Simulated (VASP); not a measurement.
Data:

```xyz
2
Lattice="2.8000 0.0000 0.0000 0.0000 2.8000 0.0000 0.0000 0.0000 3.6700" Properties=species:S:1:pos:R:3 pbc="T T T"
Cu     0.0000     0.0000     0.0000
Au     1.4000     1.4000     1.8350
```

All values below come from PBE GGA, VASP's PBE PAW potentials (set 64) (plane waves; VASP). Run with 400 eV cut-off, 12×12×9 Γ-centred mesh, first-order Methfessel-Paxton smearing of 0.10 eV, potentials Cu Au.

Energy and stress use the plane-wave basis of the starting cell.

Task: The ions, cell shape and volume are relaxed. What does this cell relax into?

Result: 
```xyz
2
Lattice="2.8854 0.0000 0.0000 0.0000 2.8854 0.0000 0.0000 0.0000 3.6008" Properties=species:S:1:pos:R:3 pbc="T T T"
Cu     0.0000     0.0000     0.0000
Au     1.4427     1.4427     1.8004
```
Space group P4/mmm (123), at a tolerance of 0.03 Å.

Task: How do energy and volume change from the first to the last step?

Result: The energy (σ→0) changes by -14.1 meV/atom and the volume by +4.2 %, in 8 ionic steps.

```json
[
 {"step": "1", "E(σ→0) (eV)": "-7.0327", "max force (eV/Å)": "0.000", "pressure (GPa)": "6.35", "volume (Å³)": "28.77"},
 {"step": "2", "E(σ→0) (eV)": "-7.0365", "max force (eV/Å)": "0.000", "pressure (GPa)": "-5.11", "volume (Å³)": "31.21"},
 {"step": "3", "E(σ→0) (eV)": "-7.0567", "max force (eV/Å)": "0.000", "pressure (GPa)": "-0.16", "volume (Å³)": "30.00"},
 {"step": "4", "E(σ→0) (eV)": "-7.0567", "max force (eV/Å)": "0.000", "pressure (GPa)": "-0.08", "volume (Å³)": "29.98"},
 {"step": "5", "E(σ→0) (eV)": "-7.0581", "max force (eV/Å)": "0.000", "pressure (GPa)": "0.21", "volume (Å³)": "29.98"},
 {"step": "6", "E(σ→0) (eV)": "-7.0605", "max force (eV/Å)": "0.000", "pressure (GPa)": "-0.15", "volume (Å³)": "29.98"},
 {"step": "7", "E(σ→0) (eV)": "-7.0609", "max force (eV/Å)": "0.000", "pressure (GPa)": "-0.14", "volume (Å³)": "29.98"},
 {"step": "8", "E(σ→0) (eV)": "-7.0609", "max force (eV/Å)": "0.000", "pressure (GPa)": "0.00", "volume (Å³)": "29.98"}
]
```

The compound is CuAu in the L1_0 structure. This run relaxes it. Symmetry was kept, so distortions that lower it aren't found.
